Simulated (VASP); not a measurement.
An input for Ansatz (written as the equivalent of a VASP run, and not itself run):

Ansatz 0.2 input:
```yaml
crystal:
  lattice:
    - [1.4565030, -2.5227372, 0.0000000]
    - [1.4565030, 2.5227372, 0.0000000]
    - [0.0000000, 0.0000000, 3.0424169]
  atoms:
    - { symbol: Ti, position: [0.0000000, 0.0000000, 0.0000000] }
    - { symbol: B, position: [0.3333330, 0.6666670, 0.5000000] }
    - { symbol: B, position: [0.6666670, 0.3333330, 0.5000000] }
kpoints:
  mp_grid: { grid: [12, 12, 10] }
hamiltonian:
  xc: pbe
  pseudopotentials: { kind: paw }
scf:
  occupations: { method: methfessel_paxton, width: 0.1 }
  max_iter: 100
relax:
  max_steps: 40
  f_tol: 0.02
  cell: { p_target: 45 }
output: { forces: true, stress: true, eigenvalues: true }
```

Task: Translate this input to VASP (INCAR, KPOINTS, POSCAR, choice of POTCAR).

Result: This is not unique; one that fits is 
POSCAR:
```
TiB2
1
    1.4565029882    -2.5227372220    -0.0000000000
    1.4565029882     2.5227372220    -0.0000000000
   -0.0000000000     0.0000000000     3.0424169343
Ti B
1 2
Direct
  0.0000000000   0.0000000000   0.0000000000
  0.3333330000   0.6666670000   0.5000000000
  0.6666670000   0.3333330000   0.5000000000
```

KPOINTS:
```
Regular mesh
0
Gamma
12 12 10
0 0 0
```

### INCAR
```
! general
SYSTEM   =  TiB2
PREC     =  Accurate
ENCUT    =  620
LREAL    =  .False.
LASPH    =  .True.

! electronic loop
EDIFF    =  1E-6
NELM     =  100
ALGO     =  Normal
LMAXMIX  =  4

! smearing
ISMEAR   =  1
SIGMA    =  0.1

! functional
GGA      =  PE

! ions
IBRION   =  2
NSW      =  40
ISIF     =  3
EDIFFG   =  -0.02
PSTRESS  =  450

! output
LWAVE    =  .False.
LCHARG   =  .False.
```

POTCAR, in this order: Ti_sv B (PBE.64 set). Program: vasp_std.

The two are equivalent in intent, not identical: each code has its own PAW files, so the cut-off isn't converted (ENCUT is set for VASP's; basis.ecutwfc is left out, and Ansatz then takes the one that its files recommend); Ansatz stops its SCF on the density residual and VASP on the energy change (EDIFF).

The compound is TiB2 in the AlB2 type structure. It was relaxed first under an external pressure of 45 GPa.
